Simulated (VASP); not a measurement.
Set up this calculation in VASP 6.6.1, as the native input.

```
Task                   : relaxation of cell and atoms
Functional             : PBEsol
Potentials or basis    : VASP PAW PBE potentials, release 64 (In_d, As)
Cutoff                 : 520 eV
k mesh                 : 10 × 10 × 10
Occupations            : gaussian, width 0.02 eV
Spin                   : no spin polarisation
Further INCAR settings : ALGO = Normal; EDIFF = 1e-07; IBRION = 2; EDIFFG = -0.002; NSW = 80; ISIF = 3
```

The structure of InAs lies in POSCAR:

```
InAs                                    
1.0
    0.0000000000      3.0451190926      3.0451190926
    3.0451190926      0.0000000000      3.0451190926
    3.0451190926      3.0451190926      0.0000000000
  In              As            
     1     1
Direct
     0.0000000000000000    0.0000000000000000    0.0000000000000000
     0.2500000000000000    0.2500000000000000    0.2500000000000000
```

One way to write it, as run:

INCAR

```
ALGO = Normal
EDIFF = 1E-7
EDIFFG = -0.002
ENCUT = 520
GGA = PS
IBRION = 2
ISIF = 3
ISMEAR = 0
LASPH = T
LCHARG = F
LREAL = F
LWAVE = F
NELM = 100
NSW = 80
PREC = Accurate
SIGMA = 0.02
```

KPOINTS

```
k-points
0
Gamma
  10 10 10
```

Potentials or basis: VASP PAW PBE potentials, release 64 (In_d, As).

Command:

```console
$ cat potpaw_PBE.64/In_d/POTCAR potpaw_PBE.64/As/POTCAR > POTCAR
$ mpirun -np 1 vasp_std > vasp.out
```

Results of the run:

```yaml
Pressure_after_relaxing: 0.0 GPa
Band_gap_on_the_k_mesh: none (metal or under the smearing width)
```

Caveat: the relaxation stopped at its first step, so nothing moved; the PAW data sets were made with another functional, which shifts forces and pressure a little; this crystal is a semiconductor, whose small gap the functional closes, so the metal is an error of the method.

Wall time 28 s on 1 thread of Intel(R) Xeon(R) Platinum 8488C (Sapphire Rapids) (shared host), peak memory 0.2 GiB.
